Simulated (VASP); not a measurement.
Calculation: PBEsol GGA, VASP's PBE PAW potentials (set 64) (plane waves; VASP).

Input for VASP

INCAR:
```
# general
SYSTEM =HfC(110) slab
PREC   =Normal
ENCUT  =450
LREAL  =.FALSE.   # projection in real space or not
LASPH  =.TRUE.   # aspherical one-centre terms

# electronic loop
EDIFF  =1E-5   # SCF stop (eV)
NELM   =100
NELMIN =4
ALGO   =Normal   # blocked Davidson
LMAXMIX=6   # l cut-off of mixed one-centre charges

# smearing
ISMEAR =1   # Methfessel-Paxton
SIGMA  =0.1   # width (eV)

# functional
GGA    =PS   # PBEsol

# ions
IBRION =2
NSW    =50
ISIF   =2
EDIFFG =-0.03

# output
LWAVE  =.TRUE.
LCHARG =.FALSE.

# other
LDIPOL =.TRUE.
IDIPOL =3
DIPOL  =0.5 0.5 0.5
```

### KPOINTS
```
Automatic mesh
0
Gamma
9 6 1
0 0 0
```

**POSCAR**
```
HfC(110) slab
1
    3.2568263209     0.0000000000     0.0000000000
    0.0000000000     4.6058486056    -0.0000000000
   -0.0000000000    -0.0000000000    24.6600767405
Hf C
6 6
Direct
  0.0000000000   0.0000000000   0.3349140000
  0.5000000000   0.5000000000   0.4009480000
  0.0000000000   0.0000000000   0.4669830000
  0.5000000000   0.5000000000   0.5330170000
  0.0000000000   0.0000000000   0.5990520000
  0.5000000000   0.5000000000   0.6650860000
  0.5000000000   0.0000000000   0.4009480000
  0.0000000000   0.5000000000   0.3349140000
  0.5000000000   0.0000000000   0.5330170000
  0.0000000000   0.5000000000   0.4669830000
  0.5000000000   0.0000000000   0.6650860000
  0.0000000000   0.5000000000   0.5990520000
```

POTCAR, in this order: Hf_pv C (PBE.64 set). Program: vasp_std.

The resulting files:

File OSZICAR:
```
...
DAV:   5    -0.125812154081E+03    0.85122E-02   -0.70161E-02  2526   0.114E+00    0.579E-01
DAV:   6    -0.125812107396E+03    0.46685E-04   -0.60123E-03  2322   0.318E-01    0.265E-01
DAV:   7    -0.125812037691E+03    0.69704E-04   -0.18415E-03  2680   0.169E-01    0.137E-01
DAV:   8    -0.125812020556E+03    0.17136E-04   -0.79071E-04  2454   0.950E-02    0.825E-02
DAV:   9    -0.125812018292E+03    0.22637E-05   -0.95913E-05  2028   0.344E-02
   2 F= -.12581202E+03 E0= -.12581252E+03  d E =-.524039E+00
       N       E                     dE             d eps       ncg     rms          rms(c)
DAV:   1    -0.125812175525E+03   -0.15497E-03   -0.23182E-01  2016   0.221E+00    0.821E-01
DAV:   2    -0.125812976710E+03   -0.80118E-03   -0.99975E-03  2348   0.423E-01    0.251E-01
DAV:   3    -0.125812947473E+03    0.29237E-04   -0.85309E-04  2476   0.120E-01    0.114E-01
DAV:   4    -0.125812946304E+03    0.11687E-05   -0.26266E-04  2378   0.707E-02    0.611E-02
DAV:   5    -0.125812937177E+03    0.91271E-05   -0.94389E-05  2142   0.447E-02
   3 F= -.12581294E+03 E0= -.12581331E+03  d E =-.524958E+00
       N       E                     dE             d eps       ncg     rms          rms(c)
DAV:   1    -0.125822860808E+03   -0.99145E-02   -0.70368E+00  2000   0.122E+01    0.304E+00
DAV:   2    -0.125841693620E+03   -0.18833E-01   -0.25028E-01  2414   0.215E+00    0.104E+00
DAV:   3    -0.125840888412E+03    0.80521E-03   -0.12421E-02  2488   0.478E-01    0.625E-01
DAV:   4    -0.125841315608E+03   -0.42720E-03   -0.95781E-03  2564   0.414E-01    0.296E-01
DAV:   5    -0.125840514010E+03    0.80160E-03   -0.32683E-03  2534   0.230E-01    0.609E-02
DAV:   6    -0.125840542561E+03   -0.28551E-04   -0.50044E-04  2646   0.782E-02    0.547E-02
DAV:   7    -0.125840531284E+03    0.11277E-04   -0.36062E-05  1724   0.237E-02    0.431E-02
DAV:   8    -0.125840530839E+03    0.44526E-06   -0.12491E-05  1270   0.142E-02
   4 F= -.12584053E+03 E0= -.12584033E+03  d E =-.275937E-01
       N       E                     dE             d eps       ncg     rms          rms(c)
DAV:   1    -0.125835786241E+03    0.47450E-02   -0.36714E+00  2000   0.882E+00    0.223E+00
DAV:   2    -0.125845654811E+03   -0.98686E-02   -0.13013E-01  2404   0.155E+00    0.767E-01
DAV:   3    -0.125845245319E+03    0.40949E-03   -0.57324E-03  2468   0.327E-01    0.452E-01
DAV:   4    -0.125845458049E+03   -0.21273E-03   -0.43181E-03  2582   0.278E-01    0.205E-01
DAV:   5    -0.125845093343E+03    0.36471E-03   -0.15142E-03  2564   0.157E-01    0.398E-02
DAV:   6    -0.125845104524E+03   -0.11181E-04   -0.19990E-04  2494   0.502E-02    0.365E-02
DAV:   7    -0.125845100490E+03    0.40339E-05   -0.13532E-05  1346   0.155E-02
   5 F= -.12584510E+03 E0= -.12584543E+03  d E =-.321633E-01
       N       E                     dE             d eps       ncg     rms          rms(c)
DAV:   1    -0.125844979551E+03    0.12497E-03   -0.13509E-01  2004   0.169E+00    0.429E-01
DAV:   2    -0.125845345324E+03   -0.36577E-03   -0.47155E-03  2400   0.296E-01    0.146E-01
DAV:   3    -0.125845333466E+03    0.11859E-04   -0.18654E-04  2580   0.585E-02    0.842E-02
DAV:   4    -0.125845344223E+03   -0.10757E-04   -0.12593E-04  2214   0.478E-02    0.348E-02
DAV:   5    -0.125845332622E+03    0.11601E-04   -0.49236E-05  1990   0.292E-02    0.702E-03
DAV:   6    -0.125845333618E+03   -0.99627E-06   -0.61821E-06  1210   0.986E-03
   6 F= -.12584533E+03 E0= -.12584557E+03  d E =-.323964E-01
       N       E                     dE             d eps       ncg     rms          rms(c)
DAV:   1    -0.125850787241E+03   -0.54546E-02   -0.17887E+00  2000   0.597E+00    0.125E+00
DAV:   2    -0.125853299193E+03   -0.25120E-02   -0.39859E-02  2392   0.836E-01    0.529E-01
DAV:   3    -0.125852922569E+03    0.37662E-03   -0.33644E-03  2550   0.224E-01    0.307E-01
DAV:   4    -0.125853000352E+03   -0.77783E-04   -0.23417E-03  2500   0.201E-01    0.137E-01
DAV:   5    -0.125852813156E+03    0.18720E-03   -0.80186E-04  2516   0.120E-01    0.547E-02
DAV:   6    -0.125852825644E+03   -0.12488E-04   -0.10392E-04  2196   0.337E-02    0.214E-02
DAV:   7    -0.125852823079E+03    0.25643E-05   -0.10353E-05  1248   0.140E-02
   7 F= -.12585282E+03 E0= -.12585317E+03  d E =-.748946E-02
       N       E                     dE             d eps       ncg     rms          rms(c)
DAV:   1    -0.125853458179E+03   -0.63254E-03   -0.82331E-01  2000   0.405E+00    0.854E-01
DAV:   2    -0.125854644446E+03   -0.11863E-02   -0.18543E-02  2400   0.568E-01    0.359E-01
DAV:   3    -0.125854469250E+03    0.17520E-03   -0.16616E-03  2574   0.155E-01    0.212E-01
DAV:   4    -0.125854507916E+03   -0.38666E-04   -0.11765E-03  2538   0.141E-01    0.983E-02
DAV:   5    -0.125854414918E+03    0.92999E-04   -0.37879E-04  2308   0.819E-02    0.367E-02
DAV:   6    -0.125854421539E+03   -0.66212E-05   -0.53903E-05  2098   0.244E-02
   8 F= -.12585442E+03 E0= -.12585476E+03  d E =-.908792E-02
       N       E                     dE             d eps       ncg     rms          rms(c)
DAV:   1    -0.125852086341E+03    0.23286E-02   -0.24909E+00  2000   0.711E+00    0.114E+00
DAV:   2    -0.125859274390E+03   -0.71880E-02   -0.79385E-02  2120   0.123E+00    0.628E-01
DAV:   3    -0.125859289543E+03   -0.15153E-04   -0.21756E-03  2622   0.207E-01    0.401E-01
DAV:   4    -0.125859266620E+03    0.22923E-04   -0.26164E-04  2506   0.705E-02    0.134E-01
DAV:   5    -0.125859264476E+03    0.21436E-05   -0.31897E-04  2316   0.659E-02    0.325E-02
DAV:   6    -0.125859249186E+03    0.15290E-04   -0.12944E-04  2274   0.441E-02    0.192E-02
DAV:   7    -0.125859249418E+03   -0.23214E-06   -0.67906E-06  1236   0.118E-02
   9 F= -.12585925E+03 E0= -.12585957E+03  d E =-.482788E-02
       N       E                     dE             d eps       ncg     rms          rms(c)
DAV:   1    -0.125858548024E+03    0.70116E-03   -0.41996E-01  2000   0.293E+00    0.470E-01
DAV:   2    -0.125859753146E+03   -0.12051E-02   -0.13327E-02  2132   0.505E-01    0.257E-01
DAV:   3    -0.125859754641E+03   -0.14952E-05   -0.36347E-04  2630   0.848E-02    0.163E-01
DAV:   4    -0.125859753230E+03    0.14113E-05   -0.45423E-05  2042   0.293E-02
  10 F= -.12585975E+03 E0= -.12586005E+03  d E =-.533169E-02
       N       E                     dE             d eps       ncg     rms          rms(c)
DAV:   1    -0.125859731315E+03    0.23326E-04   -0.66220E-03  2016   0.369E-01    0.580E-02
DAV:   2    -0.125859752447E+03   -0.21131E-04   -0.22204E-04  2186   0.631E-02    0.308E-02
DAV:   3    -0.125859751679E+03    0.76800E-06   -0.91768E-06  1414   0.157E-02    0.214E-02
DAV:   4    -0.125859753390E+03   -0.17109E-05   -0.48111E-06  1290   0.109E-02
  11 F= -.12585975E+03 E0= -.12586005E+03  d E =-.533185E-02
       N       E                     dE             d eps       ncg     rms          rms(c)
DAV:   1    -0.125859654213E+03    0.97466E-04   -0.28287E-01  2000   0.249E+00    0.560E-01
DAV:   2    -0.125860488493E+03   -0.83428E-03   -0.95090E-03  2022   0.422E-01    0.235E-01
DAV:   3    -0.125860469257E+03    0.19236E-04   -0.26640E-04  2718   0.755E-02    0.141E-01
DAV:   4    -0.125860461287E+03    0.79700E-05   -0.36934E-05  1924   0.271E-02
  12 F= -.12586046E+03 E0= -.12586080E+03  d E =-.707897E-03
       N       E                     dE             d eps       ncg     rms          rms(c)
DAV:   1    -0.125859971465E+03    0.49779E-03   -0.23433E-01  2002   0.227E+00    0.508E-01
DAV:   2    -0.125860675705E+03   -0.70424E-03   -0.78970E-03  2022   0.381E-01    0.216E-01
DAV:   3    -0.125860656827E+03    0.18879E-04   -0.21239E-04  2732   0.691E-02    0.131E-01
DAV:   4    -0.125860653531E+03    0.32962E-05   -0.46550E-05  2022   0.297E-02
  13 F= -.12586065E+03 E0= -.12586104E+03  d E =-.900141E-03
```

**OUTCAR**
```
------------------------ aborting loop because EDIFF is reached ----------------------------------------
  FORCE on cell =-STRESS in cart. coord.  units (eV):
  Direction    XX          YY          ZZ          XY          YZ          ZX
  --------------------------------------------------------------------------------------
  Total        5.5993176     -9.2029091     -0.2049859      0.0000000      0.0000000      0.0000000
  in kB       24.2519689    -39.8599761     -0.8878422      0.0000000      0.0000000      0.0000000
  external PRESSURE =      -5.4986165 kB  Pullay stress =       0.0000000 kB
  volume of cell :      369.91
      direct lattice vectors                 reciprocal lattice vectors
     3.256826321  0.000000000  0.000000000     0.307047383  0.000000000  0.000000000
     0.000000000  4.605848606  0.000000000     0.000000000  0.217115256  0.000000000
     0.000000000  0.000000000 24.660076740     0.000000000  0.000000000  0.040551374
 POSITION                                       TOTAL-FORCE (eV/Angst)
 -----------------------------------------------------------------------------------
      0.00000      0.00000      8.40771         0.000000      0.000000     -0.007918
      1.62841      2.30292      9.85390         0.000000      0.000000     -0.001415
      0.00000      0.00000     11.56395         0.000000      0.000000     -0.003587
      1.62841      2.30292     13.09613         0.000000      0.000000      0.003587
      0.00000      0.00000     14.80618         0.000000      0.000000      0.001415
      1.62841      2.30292     16.25237         0.000000      0.000000      0.007918
      1.62841      0.00000      9.82308         0.000000      0.000000      0.010492
      0.00000      2.30292      8.33700         0.000000      0.000000      0.007100
      1.62841      0.00000     13.12085         0.000000      0.000000      0.028014
      0.00000      2.30292     11.53923         0.000000      0.000000     -0.028014
      1.62841      0.00000     16.32308         0.000000      0.000000     -0.007100
      0.00000      2.30292     14.83700         0.000000      0.000000     -0.010492
 -----------------------------------------------------------------------------------
    total drift:                                0.000000      0.000000      0.000000
  FREE ENERGIE OF THE ION-ELECTRON SYSTEM (eV)
  ---------------------------------------------------
  free  energy   TOTEN  =      -125.8606535306 eV

  energy  without entropy=     -125.8618074483  energy(sigma->0) =     -125.86103817

 reached required accuracy - stopping structural energy minimisation
```
(Selected blocks of OUTCAR.)

### CONTCAR
```
HfC(110) slab
   1.00000000000000
     3.2568263209000001    0.0000000000000000    0.0000000000000000
     0.0000000000000000    4.6058486056000003    0.0000000000000000
     0.0000000000000000    0.0000000000000000   24.6600767404999992
  Hf              C
     6     6
Direct
     0.0000000000000000    0.0000000000000000    0.3409441324086669
     0.5000000000000000    0.5000000000000000    0.3995890433282676
     0.0000000000000000    0.0000000000000000    0.4689341033556518
     0.5000000000000000    0.5000000000000000    0.5310658966443481
     0.0000000000000000    0.0000000000000000    0.6004109566717324
     0.5000000000000000    0.5000000000000000    0.6590558675913329
     0.5000000000000000    0.0000000000000000    0.3983393929308113
     0.0000000000000000    0.5000000000000000    0.3380767924380135
     0.5000000000000000    0.0000000000000000    0.5320683584817806
     0.0000000000000000    0.5000000000000000    0.4679316415182191
     0.5000000000000000    0.0000000000000000    0.6619232075619866
     0.0000000000000000    0.5000000000000000    0.6016606070691887
```

OUTCAR:
```
 val. band max:        0.3117460927   @ k =   0.3333   0.1667   0.0000

 cond. band min:       0.3634090756   @ k =   0.2222   0.0000   0.0000


 Fermi energy:         0.3286188676

 k-point     1 :       0.0000    0.0000    0.0000
  band No.  band energies     occupation
      1     -30.4215      2.00000
      2     -30.4163      2.00000
      3     -30.0304      2.00000
      4     -30.0301      2.00000
      5     -29.9776      2.00000
      6     -29.9641      2.00000
      7     -29.7663      2.00000
      8     -29.6670      2.00000
      9     -29.6325      2.00000
     10     -29.4581      2.00000
     11     -29.4285      2.00000
     12     -29.2977      2.00000
     13     -29.2712      2.00000
     14     -29.2038      2.00000
     15     -29.1841      2.00000
     16     -29.1595      2.00000
     17     -29.0348      2.00000
     18     -29.0297      2.00000
     19     -11.9370      2.00000
     20     -11.0107      2.00000
     21     -10.0789      2.00000
     22      -9.8486      2.00000
     23      -9.1739      2.00000
     24      -8.7451      2.00000
     25      -4.7230      2.00000
     26      -3.7939      2.00000
     27      -3.4753      2.00000
     28      -2.6023      2.00000
     29      -2.4907      2.00000
     30      -2.4071      2.00000
     31      -2.3372      2.00000
     32      -2.1964      2.00000
     33      -2.1557      2.00000
     34      -1.8581      2.00000
     35      -1.3435      2.00000
     36      -1.3411      2.00000
     37      -1.2392      2.00000
     38      -0.5687      2.00000
     39      -0.3757      2.00000
     40       0.1197      2.01186
     41       0.4704     -0.06220
     42       0.4923     -0.04272
     43       0.8992     -0.00000
     44       1.1109     -0.00000
     45       1.6211     -0.00000
     46       1.9332     -0.00000
     47       1.9809     -0.00000
     48       2.1589     -0.00000
     49       2.5303      0.00000
     50       2.9633      0.00000

...
```

At this cut-off the stress carries a Pulay error, which pulls relaxed volumes low. Unless said otherwise, spin-orbit coupling is left out, though it shifts the bands of the heavy elements here.

The cell is a thin slab with vacuum, built from HfC (rock salt): (110) face.
